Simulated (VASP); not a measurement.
The system is Fe.

```
Fe
1.0
    -1.44300    1.44300    1.44300
     1.44300   -1.44300    1.44300
     1.44300    1.44300   -1.44300
Fe
1
Direct
  0.00000 0.00000 0.00000
```

| Quantity | Value |
| --- | --- |
| Program | VASP 6.6.1 |
| Task | relaxation of cell and atoms |
| Functional | PBE |
| Potentials or basis | VASP PAW PBE potentials, release 64 (Fe) |
| Cutoff | 520 eV |
| k mesh | 21 × 21 × 21 |
| Occupations | gaussian, width 0.1 eV |
| Spin | collinear spin, ferromagnetic start |
| Starting moments | [3.0] μB |

At the start: pressure -9.6 GPa; volume 12.02 Å³/atom.

How do energy, volume and symmetry change on relaxing?

Over 4 steps the energy falls by 21.6 meV/atom and the volume is 11.32 Å³/atom (-5.8 %); space group Im-3m (No. 229, to 0.05 Å); moment 2.15 μB per cell.

The path:
```
step  energy change (eV)  largest force (eV/Å)  pressure (GPa)  volume (Å³)
   1              0.0000                0.0000           -9.64        12.02
   2             -0.0063                0.0000           10.35        10.80
   3             -0.0216                0.0000           -0.24        11.33
   4             -0.0216                0.0000            0.07        11.32
```

Final structure:
```
CELL_PARAMETERS angstrom
-1.41433 1.41433 1.41433
1.41433 -1.41433 1.41433
1.41433 1.41433 -1.41433
ATOMIC_POSITIONS crystal
Fe 0.00000 0.00000 0.00000
```
